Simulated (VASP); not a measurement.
Method: rev-vdW-DF2, VASP's PBE PAW potentials (set 64) (plane waves; VASP).

The input files of a VASP run:

### KPOINTS
```
Automatic mesh
0
Gamma
11 11 11
0 0 0
```

INCAR:
```
SYSTEM=BAs
PREC=Accurate; ENCUT=520; LREAL=F
LASPH=T
EDIFF=1E-7; NELM=100; ALGO=Normal
LMAXMIX=4
ISMEAR=-5
GGA=MK; LUSE_VDW=T; AGGAC=0.0
PARAM1=0.1234568; PARAM2=0.7114; ZAB_VDW=-1.8867
ISIF=2
LWAVE=F; LCHARG=T; LORBIT=11
NEDOS=601
```

**POSCAR**
```
BAs
1
    0.0000000000     2.4029413503     2.4029413503
    2.4029413503    -0.0000000000     2.4029413503
    2.4029413503     2.4029413503     0.0000000000
B As
1 1
Direct
  0.0000000000   0.0000000000   0.0000000000
  0.2500000000   0.2500000000   0.2500000000
```

POTCAR, in this order: B As (PBE.64 set). Program: vasp_std.

The resulting files:

File OUTCAR:
```
 ion  position               nearest neighbor table
   1  0.000  0.000  0.000-   2 2.08   2 2.08   2 2.08   2 2.08
   2  0.250  0.250  0.250-   1 2.08   1 2.08   1 2.08   1 2.08
  LATTYP: Found a face centered cubic cell.
 ALAT       =     4.8058827006
 Subroutine PRICEL returns:
 Original cell was already a primitive cell.
 Subroutine GETGRP returns: Found 24 space group operations
The static configuration has the point symmetry T_d .
The dynamic configuration has the point symmetry T_d .
 Subroutine INISYM returns: Found 24 space group operations
 Subroutine IBZKPT returns following result:
 Found     56 irreducible k-points:

 Following reciprocal coordinates:
            Coordinates               Weight
  0.000000  0.000000  0.000000      1.000000
  0.090909  0.000000  0.000000      8.000000
  0.181818  0.000000  0.000000      8.000000
  0.272727  0.000000  0.000000      8.000000
  0.363636  0.000000  0.000000      8.000000
  0.454545  0.000000  0.000000      8.000000
  0.090909  0.090909  0.000000      6.000000
  0.181818  0.090909  0.000000     24.000000
  0.272727  0.090909  0.000000     24.000000
  0.363636  0.090909  0.000000     24.000000
  0.454545  0.090909  0.000000     24.000000
 -0.454545  0.090909  0.000000     24.000000
 -0.363636  0.090909  0.000000     24.000000
 -0.272727  0.090909  0.000000     24.000000
 -0.181818  0.090909  0.000000     24.000000
 -0.090909  0.090909  0.000000     12.000000
  0.181818  0.181818  0.000000      6.000000
  0.272727  0.181818  0.000000     24.000000
  0.363636  0.181818  0.000000     24.000000
  0.454545  0.181818  0.000000     24.000000
 -0.454545  0.181818  0.000000     24.000000
 -0.363636  0.181818  0.000000     24.000000
 -0.272727  0.181818  0.000000     24.000000
 -0.181818  0.181818  0.000000     12.000000
...
```

OSZICAR:
```
       N       E                     dE             d eps       ncg     rms          rms(c)
DAV:   1     0.152852804338E+02    0.15285E+02   -0.38525E+03   896   0.877E+02
DAV:   2    -0.983849508086E+01   -0.25124E+02   -0.24626E+02  1424   0.108E+02
DAV:   3    -0.101683875851E+02   -0.32989E+00   -0.32989E+00   968   0.168E+01
DAV:   4    -0.101689331792E+02   -0.54559E-03   -0.54559E-03  1344   0.726E-01
DAV:   5    -0.101689334084E+02   -0.22919E-06   -0.22919E-06  1000   0.105E-02    0.468E+00
DAV:   6    -0.964052548425E+01    0.52841E+00   -0.17127E+00   936   0.666E+00    0.231E+00
DAV:   7    -0.958159994063E+01    0.58926E-01   -0.19160E-01  1264   0.266E+00    0.914E-01
DAV:   8    -0.957375970845E+01    0.78402E-02   -0.25728E-02  1080   0.108E+00    0.113E-01
DAV:   9    -0.957394680371E+01   -0.18710E-03   -0.48502E-04  1064   0.185E-01    0.684E-02
DAV:  10    -0.957403771683E+01   -0.90913E-04   -0.18669E-04   912   0.106E-01    0.164E-02
DAV:  11    -0.957404165689E+01   -0.39401E-05   -0.42296E-06  1320   0.211E-02    0.148E-02
DAV:  12    -0.957404095183E+01    0.70507E-06   -0.18931E-06   936   0.812E-03    0.137E-03
DAV:  13    -0.957404097209E+01   -0.20269E-07   -0.49658E-08   488   0.218E-03
   1 F= -.95740410E+01 E0= -.95740410E+01  d E =0.000000E+00
```

OUTCAR:
```
------------------------ aborting loop because EDIFF is reached ----------------------------------------
  FORCE on cell =-STRESS in cart. coord.  units (eV):
  Direction    XX          YY          ZZ          XY          YZ          ZX
  --------------------------------------------------------------------------------------
  Total        0.0009697      0.0009697      0.0009697     -0.0000000     -0.0000000     -0.0000000
  in kB        0.0559900      0.0559900      0.0559900     -0.0000000     -0.0000000     -0.0000000
  external PRESSURE =       0.0559900 kB  Pullay stress =       0.0000000 kB
  volume of cell :       27.75
      direct lattice vectors                 reciprocal lattice vectors
     0.000000000  2.402941350  2.402941350    -0.208078320  0.208078320  0.208078320
     2.402941350  0.000000000  2.402941350     0.208078320 -0.208078320  0.208078320
     2.402941350  2.402941350  0.000000000     0.208078320  0.208078320 -0.208078320
  FREE ENERGIE OF THE ION-ELECTRON SYSTEM (eV)
  ---------------------------------------------------
  free  energy   TOTEN  =        -9.5740409721 eV

  energy  without entropy=       -9.5740409721  energy(sigma->0) =       -9.57404097

 total charge

# of ion       s       p       d       tot
------------------------------------------
    1        0.654   1.159   0.000   1.813
    2        1.177   1.652   0.085   2.913
--------------------------------------------------
tot          1.831   2.811   0.085   4.726
```
(Selected blocks of OUTCAR.)

The compound is BAs in the zinc blende structure. It was relaxed first.
